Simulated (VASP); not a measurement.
Given:

```
CELL_PARAMETERS angstrom
      0.00000     1.96016     1.96016
      1.96016     0.00000     1.96016
      1.96016     1.96016     0.00000
ATOMIC_POSITIONS crystal
  Ag 0.00000 0.00000 0.00000
```

Computed with LDA (Ceperley-Alder, Perdew-Zunger), VASP's LDA PAW potentials (set 64) (plane waves; VASP). Run with 520 eV cut-off, 16×16×16 Γ-centred mesh, first-order Methfessel-Paxton smearing of 0.10 eV, potentials Ag.

### Question
Give the stress tensor in GPa (positive for a compressed cell).

### Answer

```
10.26   0.00   0.00
 0.00  10.26   0.00
 0.00   0.00  10.26
```
The pressure is its mean diagonal, 10.26 GPa.

The compound is Ag in the fcc structure. This cell is one point of a volume scan, at 0.94 of the reference volume.
